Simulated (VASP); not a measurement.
OSZICAR of a VASP run on Te (relaxed from the hcp structure, space group P6_3/mmc):

### OSZICAR
```
       N       E                     dE             d eps       ncg     rms          rms(c)
DAV:   1     0.138408514502E+01    0.13841E+01   -0.40372E+03  2400   0.821E+02
DAV:   2    -0.493725522420E+02   -0.50757E+02   -0.49491E+02  3372   0.144E+02
DAV:   3    -0.526104881680E+02   -0.32379E+01   -0.32104E+01  2888   0.383E+01
DAV:   4    -0.526625159834E+02   -0.52028E-01   -0.52006E-01  2848   0.576E+00
DAV:   5    -0.526636412906E+02   -0.11253E-02   -0.11253E-02  2724   0.871E-01    0.815E+00
DAV:   6    -0.504882199837E+02    0.21754E+01   -0.19835E-01  2456   0.433E+00    0.614E+00
DAV:   7    -0.504889977025E+02   -0.77772E-03   -0.27866E-01  2488   0.419E+00    0.184E+00
DAV:   8    -0.506131662252E+02   -0.12417E+00   -0.63767E-02  2500   0.229E+00    0.174E-01
DAV:   9    -0.506076598161E+02    0.55064E-02   -0.19447E-02  2532   0.125E+00    0.259E-01
DAV:  10    -0.506177780442E+02   -0.10118E-01   -0.56151E-03  2472   0.695E-01    0.196E-01
DAV:  11    -0.506176900320E+02    0.88012E-04   -0.91601E-05  2848   0.830E-02    0.125E-01
DAV:  12    -0.506171277650E+02    0.56227E-03   -0.31695E-04  2512   0.160E-01    0.228E-01
DAV:  13    -0.506179543064E+02   -0.82654E-03   -0.52970E-04  2456   0.203E-01    0.212E-02
DAV:  14    -0.506179571982E+02   -0.28918E-05   -0.13412E-05  2572   0.300E-02    0.257E-02
DAV:  15    -0.506179554286E+02    0.17695E-05   -0.75562E-07  1692   0.762E-03    0.156E-02
DAV:  16    -0.506179542120E+02    0.12166E-05   -0.88545E-07  1628   0.709E-03    0.107E-03
DAV:  17    -0.506179543057E+02   -0.93690E-07   -0.12111E-07  1316   0.366E-03
   1 F= -.50617954E+02 E0= -.50617588E+02  d E =-.732714E-03  mag=     0.0000     0.0000    -0.0000
       N       E                     dE             ncg
```

### Question
Which electronic solver shows in the log?

### Answer
It is blocked Davidson (ALGO = Normal, or the opening steps of other solvers). The INCAR had ALGO = Normal.

### Question
How was spin treated?

### Answer
With non-collinear spinors: mag has three components.

### Question
Can the final energy be trusted as converged?

### Answer
The run converged. It stopped with EDIFF = 1E-6, NELM = 100 (r2SCAN meta-GGA with spin-orbit coupling, plane waves, VASP's PBE PAW potentials (set 64)).

The structure was generated: Te was put into the hcp type (P6_3/mmc), which need not be its known phase. It was relaxed first, which changed the volume by +11 %.
